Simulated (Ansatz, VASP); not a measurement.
# Cross-check of Co (Cobalt) between VASP and Ansatz

Wanted: the spread between two codes on one cell, functional and k mesh. The structure shown comes from an earlier Ansatz run, which isn't shown and may have moved the atoms alone.

Calculated with Ansatz 0.2.0; plane waves, with VASP 6.6.1 beside it; elastic constants at PBEsol.

## 1. The starting structure

The structure is hexagonal, space group P6_3/mmc (No. 194). The conventional cell has a = 2.456 Å, b = 2.456 Å, c = 3.969 Å, α = 90.00°, β = 90.00°, γ = 120.00°. Nearest to Co lie 12 Co at 2.44 to 2.46 Å.

## 2. Ansatz: elastic constants, PBEsol

Ansatz runs on its default PAW (the set named soft_2) files.

Elastic constants are differences of stresses under small strains, so they test the stress and the mesh.

The input, input.yaml:

```yaml
crystal:
  lattice:
    - [2.4561170294, 0.0, 0.0]
    - [-1.2280585147, 2.1270597422, 0.0]
    - [0.0, 0.0, 3.9692969724]
  atoms:
    - { symbol: Co, position: [0.3333333333, 0.6666666667, 0.25], spin: 1.8 }
    - { symbol: Co, position: [0.6666666667, 0.3333333333, 0.75], spin: 1.8 }
kpoints:
  mp_grid: { grid: [21, 21, 12] }
hamiltonian:
  xc: pbesol
scf:
  occupations: { method: methfessel_paxton, width: 0.25 }
output:
  forces: true
  stress: true
  eigenvalues: true
  populations: true
magnetization:
  spin_polarized: true
elastic:
  mode: relaxed_ion
  stencil: two_point
  amplitude: 0.01
```

Command:

```sh
$ ansatz run input.yaml --threads 4 --pin off --max-ram 16384MiB --backend cpu --events-out ev --progress --plain --runs-dir out
```

Numbers of over 12 decimals in the logs are rounded to 6 here.

Output:

```text
Engine: ansatz 0.2.0, aarch64-unknown-linux-gnu
Pseudopotentials: kind: paw
Pseudopotential: Co, paw, valence charge 17, recommended cutoff 420 eV (normal), Co.paw.azcp
Functional definition: PBEsol
  exchange = pbesol_x
  correlation = pbesol_c
Crystal: 2 atoms, lattice volume = 20.737 Å³
Basis set: ecut = 420 eV, 391 PW (Γ), exchange–correlation on 36×36×54 points (8 copies of the dense FFT grid, shifted against one another)
Bands: 23, of which v1, the nominal top of the filled ones, is band 17 counted from 1 (16 counted from 0)
Symmetry: 24 space group operations
Space group: P63/mmc (ITA 194), of the structure as read, at distance tolerance 2.7e-5 Å
Magnetic group: BNS 194.263 (UNI 1493), of the structure as read, at distance tolerance 2.7e-5 Å
k-points: 336 of 5292
Non-local potential: Co, projectors of the file, l = 0: 3, l = 1: 2, l = 2: 3, l = 3: 1
PAW form: soft (Blöchl's): semilocal exchange-correlation on the pseudo side does not see the compensation charge
PAW frozen core: Co, regenerated for the run's functional, and the local potential with it (the file was generated under x = pbe(κ = 0.804, μ = 0.219515), c = pbe(β = 0.066725))
PAW one-centre angular grid: Co, 590 points (default); XC on 64 Gauss nodes
Initial density: superposition of atomic densities (chi_scale 0.1, normalization cell)
Starting moments: Σ|m| = 3.6 μB on 2 of 2 sites
Initial wavefunctions: pseudopotential atomic-orbital guess
Functional: x = pbesol(κ = 0.804, μ = 0.123457), c = pbesol(β = 0.046)
SCF 1 converged in 12 iterations: F = -10185.984851 eV  dr2 = 1.61e-9
  greatest PAW one-centre occupation: 1.001 electrons in one spin orbital (limit 2), on the Co atom at site 1 (counted from 0), in its partial waves of l = 1
Initial density: read from a saved state, or passed on in memory by an earlier SCF of this step, an earlier step, the calling program or the single point that the run made first
Stability of the state it starts from, as read at its close in the collinear treatment: not read, because cold or Methfessel-Paxton smearing, or corrected tetrahedra, fill the levels in a way that the test cannot read (fill_not_monotonic); its run was given moments
Starting moments: Σ|m| = 3.6 μB on 2 of 2 sites; this step starts from the density that it was given
iter 1 solved again at ethr=3.29e-9 eV; its pass at ethr=3.10e-3 eV (dr2=1.12e-6 eV) is discarded
SCF iter   1: F=—  HF=-10185.984851 eV  |F-HF|=—  |Δ(HF+E_count)|=         —  Δρ=3.93e-6 (↑3.93e-6 ↓2.24e-6)  dr2=2.48e-9  dr2_m=7.06e-10  M=3.148 μB ∫|m|=3.427 μB  β_m=0.30  ethr=3.29e-9  ⟨swp⟩=4.1  Hψ=110416  notcnv=0
preconditioner: auto → none  [metal: Δε(μ)=0.003 eV  Ē_g=9.875 eV  σ=0.250 eV  W_gap=0.01  n_scr=8 (ndim 8)  ℏωp=34.6 eV  f_vac=0.000  D(μ)=1.57/eV (n_scr^D=22)]
SCF iter   2: F=—  HF=-10185.984851 eV  |F-HF|=—  |Δ(HF+E_count)|=   2.77e-8  S|Δr|=    0.00e0  Δρ=2.53e-6 (↑1.30e-6 ↓2.53e-6)  dr2=5.86e-10  dr2_m=4.42e-10  M=3.148 μB ∫|m|=3.427 μB  β_m=0.30  ethr=7.30e-12  ⟨swp⟩=2.2  Hψ=26309  notcnv=0
SCF iter   3: F=—  HF=-10185.984851 eV  |F-HF|=—  |Δ(HF+E_count)|=  7.64e-11  S|Δr|=    0.00e0  Δρ=1.47e-6 (↑1.47e-6 ↓1.25e-6)  dr2=4.41e-11  dr2_m=3.12e-10  M=3.148 μB ∫|m|=3.427 μB  β_m=0.49  ethr=1.72e-12  ⟨swp⟩=2.1  Hψ=20796  notcnv=0
SCF iter   4: F=—  HF=-10185.984851 eV  |F-HF|=—  |Δ(HF+E_count)|=  3.44e-10  S|Δr|=    0.00e0  Δρ=8.52e-7 (↑8.52e-7 ↓5.55e-7)  dr2=2.12e-11  dr2_m=8.56e-11  M=3.148 μB ∫|m|=3.427 μB  β_m=0.64  ethr=1.30e-13 (applied; sched 1.00e-12)  ⟨swp⟩=2.4  Hψ=25242  notcnv=0
SCF iter   5: F=—  HF=-10185.984851 eV  |F-HF|=—  |Δ(HF+E_count)|=  7.28e-11  S|Δr|=    0.00e0  Δρ=1.58e-7 (↑1.58e-7 ↓1.53e-7)  dr2=2.03e-13  dr2_m=4.46e-12  M=3.148 μB ∫|m|=3.427 μB  β_m=0.82  ethr=6.25e-14 (applied; sched 1.00e-12)  ⟨swp⟩=2.1  Hψ=24319  notcnv=0
SCF iter   6: F=-10185.984851 eV  HF=-10185.984851 eV  |F-HF|=3.64e-12  |Δ(HF+E_count)|=  3.64e-12  S|Δr|=    0.00e0  Δρ=2.78e-8 (↑7.56e-9 ↓2.78e-8)  dr2=4.79e-14  dr2_m=5.69e-14  M=3.148 μB ∫|m|=3.427 μB  ethr=1.00e-12  ⟨swp⟩=4.0  Hψ=49785  notcnv=0
SCF 2 converged in 6 iterations: F = -10185.984851 eV  dr2 = 4.79e-14
Crystal: 2 atoms, lattice volume = 20.529 Å³
Symmetry: 8 space group operations
k-points: 847 of 5292
Initial density: handed on by an earlier stage of this run
Initial wavefunctions: pseudopotential atomic-orbital guess (no wavefunctions were taken with the density)
iter 1 solved again at ethr=2.50e-3 eV; its pass at ethr=3.10e-3 eV (dr2=8.50e-1 eV) is discarded
SCF iter   1: F=—  HF=-10186.189177 eV  |F-HF|=—  |Δ(HF+E_count)|=         —  Δρ=5.09e-2 (↑5.09e-2 ↓5.04e-2)  dr2=8.51e-1  dr2_m=1.61e-3  M=3.168 μB ∫|m|=3.441 μB  β_m=0.30  ethr=2.50e-3  ⟨swp⟩=1.0  Hψ=191021  notcnv=0
preconditioner: auto → none  [metal: Δε(μ)=0.001 eV  Ē_g=9.872 eV  σ=0.250 eV  W_gap=0.00  n_scr=4 (ndim 8)  ℏωp=34.8 eV  f_vac=0.000  D(μ)=1.52/eV (n_scr^D=22)]
[...]
SCF iter   8: F=—  HF=-10185.984124 eV  |F-HF|=—  |Δ(HF+E_count)|=  3.64e-12  S|Δr|=    0.00e0  Δρ=3.56e-8 (↑3.37e-8 ↓3.56e-8)  dr2=4.93e-13  dr2_m=7.16e-15  M=3.148 μB ∫|m|=3.427 μB  β_m=0.74  ethr=9.56e-15 (applied; sched 1.00e-12)  ⟨swp⟩=1.6  Hψ=74628  notcnv=0  defer=46
[...]
SCF 22 converged in 8 iterations: F = -10185.984124 eV  dr2 = 9.68e-15
relax step   3: F+E_penalty+E_count = -10185.98412412 eV  Δ(F+E_penalty+E_count) = -4.431e-9 eV  max|allowed force component| = 5.326e-6 eV/Å  Δτ_max = 0.0000 Å  (8 SCF iters, accepted)
iter 1 solved again at ethr=1.00e-12 eV; its pass at ethr=3.10e-3 eV (dr2=1.26e-14 eV) is discarded
SCF iter   1: F=—  HF=-10185.984124 eV  |F-HF|=—  |Δ(HF+E_count)|=         —  Δρ=5.35e-9 (↑4.69e-9 ↓5.35e-9)  dr2=9.65e-15  dr2_m=6.73e-16  M=3.148 μB ∫|m|=3.427 μB  β_m=0.30  ethr=1.00e-12  ⟨swp⟩=2.7  Hψ=284325  notcnv=0
SCF iter   2: F=-10185.984124 eV  HF=-10185.984124 eV  |F-HF|=1.82e-12  |Δ(HF+E_count)|=  7.28e-12  S|Δr|=    0.00e0  Δρ=2.39e-9 (↑1.83e-9 ↓2.39e-9)  dr2=8.49e-16  dr2_m=3.79e-16  M=3.148 μB ∫|m|=3.427 μB  ethr=1.00e-12  ⟨swp⟩=4.0  Hψ=212184  notcnv=0
SCF 23 converged in 2 iterations: F = -10185.984124 eV  dr2 = 8.49e-16
SCF converged after 6 iterations
Stability not checked: this state was not tested for a lower state beside it, because cold or Methfessel-Paxton smearing, or corrected tetrahedra, fill the levels in a way that the test cannot read (fill_not_monotonic; see scf.lower_state_search)
Magnetization: 3.1478 μB (18.5739 up, 15.4261 down)
Absolute magnetization: 3.4287 μB (∫|ρ↑−ρ↓|, with the PAW one-centre terms)
Spin contamination: 0.0459 ħ² per cell (⟨S²⟩ above its minimum at these occupations)
Per-site moments (μB) at R_I (Å): [(1.638880, 1.006167), (1.638880, 1.006167)]
Free energy (F): -10185.984851 eV
Harris-Foulkes:  -10185.984851 eV  (|F-HF|=3.64e-12)
Internal energy: -10185.989302 eV  (E = F + TS)
E sigma→0 (E₀):  -10185.985964 eV
Entropy (-TS):   0.004451 eV (2.225 meV/atom)
Fermi energy:    19.540485 eV
--- Per-component energies (eV) ---
  E_band       = -457.563762
  E_kinetic    = 910.184832
  E_local      = -5533.878106  (includes V_loc(G=0)·N_el)
  E_nonlocal   = 910.991015
  E_hartree    = 2319.703220
  E_xc         = -316.463259
  E_vxc        = -410.309762  (∫ρ·V_xc dr)
  E_paw        = -2965.113609  (= ΣΔE_a)
  E_vpaw       = -973.958319  (= ΣTr[D̂ρ^β])
  E_aug_tail   = 0.000117  (compensation charges beyond the density's cutoff)
  E_ewald      = -5511.790351
  E_core_change = 0.376838  (= ΣΔE_core)
  E_smearing   = 0.004451  (= −TS)
  E_closure    = 0.000000  (closes the sum)
  Σ components = -10185.984851   (vs F -10185.984851, Δ=0.00e0)
--- Forces (eV/Å), atoms counted from 1 ---
  atom   1  Co    -0.00000000     0.00000000     0.00000000
  atom   2  Co    -0.00000000    -0.00000000     0.00000000
  max |Σ_I F_I| component: 9.25e-18 eV/Å
--- Stress (GPa, compression-positive) ---
       -0.000794       0.000000       0.000000
        0.000000      -0.000794       0.000000
        0.000000       0.000000       0.000007
  P = ⅓ Tr σ = -0.0005 GPa (-0.005 kbar)
--- Band table (eV; the first three rows and the last of 672) ---
  k-point 0 ↑: bands = [... 13 lower, 17.2447, 17.2447, 17.6234, 17.6234, 18.8276, 18.8276, 19.3007, 26.2590, ... 2 higher]
  k-point 1 ↑: bands = [... 13 lower, 17.2231, 17.2231, 17.6735, 17.6735, 18.8242, 18.8242, 19.0127, 26.6861, ... 2 higher]
  k-point 2 ↑: bands = [... 13 lower, 17.1636, 17.1636, 17.8017, 17.8017, 18.3357, 18.8103, 18.8103, 27.7931, ... 2 higher]
  k-point 335 ↓: bands = [... 13 lower, 17.6684, 19.3301, 19.3301, 20.7001, 20.7001, 26.1165, 26.1165, 27.8672, ... 2 higher]
--- Elastic constants: 3 strain directions × 2 members + reference (group order 24) ---
  dense FFT box of the reference and of every strained cell: 18×18×27
  strains applied: 11, 33, 23; error gains: componentwise 1.00 (the most a stress slope's error grows in a printed constant), spectral 1.41 (1 for all six strains in a standard setting)
  C = ∂σ_k/∂η_j (tension-positive GPa; Voigt order 11 22 33 23 13 12):
       419.785    193.227    132.791      0.000      0.000      0.000
       193.227    419.785    132.791      0.000      0.000      0.000
       132.658    132.658    475.460      0.000      0.000      0.000
         0.000      0.000      0.000    112.775      0.000      0.000
         0.000      0.000      0.000      0.000    112.775      0.000
        -0.000      0.000      0.000      0.000      0.000    113.279
  reference stress σ⁰ (GPa):      0.001      0.001     -0.000     -0.000     -0.000     -0.000
  C* (energy form; C + prestress term) asymmetry max|C*_kj − C*_jk| = 1.334e-1 GPa — a small one proves nothing (zero by symmetry where the batch's group is 432, −43m or m−3m); a large one is finite-difference/SCF noise where every solve meets its electron count
  moduli (Voigt/Reuss/Hill, GPa): K = 248.04/248.04/248.04   G = 124.86/121.36/123.11   E = 316.90   ν = 0.287
  mechanically stable: yes (min eigenvalue of sym C = 112.77 GPa)
  strain η (Voigt 11):  stress-route row diagonal C_11 = 419.78 GPa, energy-path curvature d²(F+E_count+ΔE)/dδ²/Ω₀ = 419.48 GPa
         δ    σ_11 (GPa)             F (eV)   n_scf  n_hpsi   n_pw
    -1.000e-2      -4.4316      -10185.9820412       2  326929    420   relax 4 steps, max|allowed force component| 3.01e-7 eV/Å
     1.000e-2       3.9641      -10185.9822335       2  314723    428   relax 3 steps, max|allowed force component| 4.08e-6 eV/Å
  strain η (Voigt 33):  stress-route row diagonal C_33 = 475.46 GPa, energy-path curvature d²(F+E_count+ΔE)/dδ²/Ω₀ = 475.40 GPa
         δ    σ_33 (GPa)             F (eV)   n_scf  n_hpsi   n_pw
    -1.000e-2      -4.9536      -10185.9816971      10  306566    418   relax 0 steps, max|allowed force component| 1.85e-17 eV/Å
     1.000e-2       4.5556      -10185.9818555       8  267786    426   relax 0 steps, max|allowed force component| 9.25e-18 eV/Å
  strain η (Voigt 23):  stress-route row diagonal C_44 = 112.77 GPa, energy-path curvature d²(F+E_count+ΔE)/dδ²/Ω₀ = 112.84 GPa
         δ    σ_23 (GPa)             F (eV)   n_scf  n_hpsi   n_pw
    -1.000e-2      -1.1277      -10185.9841241       2  536444    425   relax 5 steps, max|allowed force component| 2.16e-7 eV/Å
     1.000e-2       1.1277      -10185.9841241       2  535625    425   relax 3 steps, max|allowed force component| 5.33e-6 eV/Å
--- Löwdin populations: 2 sites ---
  site symbol       q [e]    m [muB]
     0     Co     16.7816     1.6319
     1     Co     16.7816     1.6319
  spilling = 0.012846 (of n_electrons = 34.000000)
```

(Continued in part 2 of 2.)

[Lines on the potential files, build, host, timing and source positions are cut from VASP's logs without a mark.]

[Logs are printed without paths, hosts, clocks, repeated set-up lines and the standing remarks that a program may print on its own settings, such as how far it seeks lower states.]

[Hosts, paths, dates, database ids (printed as entryN), source tags and the programs' standing remarks are cut or masked in the printed files.]
